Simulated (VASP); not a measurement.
Set up this calculation in VASP 6.6.1, as the native input.

| Quantity | Value |
| --- | --- |
| Task | single point |
| Functional | PBE |
| Potentials or basis | VASP PAW PBE potentials, release 64 (Cs_sv, Li_sv, Cr_pv, Te, S) |
| Cutoff | 520 eV |
| k mesh | 5 × 5 × 2 |
| Occupations | gaussian, width 0.15 eV |
| Spin | collinear spin, ferromagnetic start |
| Starting moments | [0.0, 0.01, 2.89, 2.86, -0.09, -0.09, -0.12, -0.09, -0.09] μB |
| Further INCAR settings | PREC = Normal; LREAL = Auto; ALGO = Fast; EDIFF = 1e-05 |

The structure of CsLiCr2Te2S3 lies in POSCAR:

```
CsLiCr2Te2S3
1.0
    4.7374900000      0.0000000000      0.0000000000
    0.0000000000      4.7374900000      0.0000000000
    0.0000000000      0.0000000000     10.8186500000
Cs Li Cr Te S
1 1 2 2 3
Direct
    0.0000000000      0.0000000000      0.9655040000
    0.0000000000      0.0000000000      0.6417740000
    0.4999990000      0.4999990000      0.1763250000
    0.4999990000      0.4999990000      0.7618640000
    0.0000000000      0.4999990000      0.2940880000
    0.4999990000      0.0000000000      0.2940880000
    0.4999990000      0.4999990000      0.9715790000
    0.0000000000      0.4999990000      0.7073080000
    0.4999990000      0.0000000000      0.7073080000
```

The cell was built by a generator and needn't be a form met in nature.

One way to write it, as run:

INCAR

```
SYSTEM = CsLiCr2Te2S3
PREC = Normal
ENCUT = 520
EDIFF = 1E-5
ISMEAR = 0
SIGMA = 0.15
LREAL = Auto
LASPH = .TRUE.
NELM = 80
ALGO = Fast
ISIF = 2
LWAVE = .FALSE.
LCHARG = .FALSE.
ISPIN = 2
MAGMOM = 0 0.01 2.89 2.86 -0.09 -0.09 -0.12 -0.09 -0.09
LORBIT = 11
LMAXMIX = 4
GGA = PE
KPAR = 2
```

KPOINTS

```
Automatic mesh
0
G
  5 5 2
  0 0 0
```

Potentials or basis: VASP PAW PBE potentials, release 64 (Cs_sv, Li_sv, Cr_pv, Te, S).

Command:

```sh
$ cat potpaw_PBE.64/Cs_sv/POTCAR potpaw_PBE.64/Li_sv/POTCAR potpaw_PBE.64/Cr_pv/POTCAR potpaw_PBE.64/Te/POTCAR potpaw_PBE.64/S/POTCAR > POTCAR
$ mpirun -np 2 vasp_std > vasp.out
```

It gave:

```yaml
Largest_force: 0.041 eV/Å
Band_gap_on_the_k_mesh: none (metal or under the smearing width)
Net_moment: 5.74 μB per cell
Site_moments: Cs +0.00; Li +0.01; Cr +2.87, +2.86; Te -0.10; S -0.12, -0.06 μB
Valence_electrons_inside_the_program's_atomic_spheres: Cs 6.60; Li 2.06; Cr 10.69, 10.54; Te 3.35; S 3.75, 3.72
```

Caveat: only a ferromagnetic start was run, and an antiferromagnetic order may lie lower in energy.

It took 110 s on 2 MPI ranks on Intel(R) Xeon(R) Platinum 8559C (Emerald Rapids), with other jobs on the host, peak memory 0.33 GiB a rank.
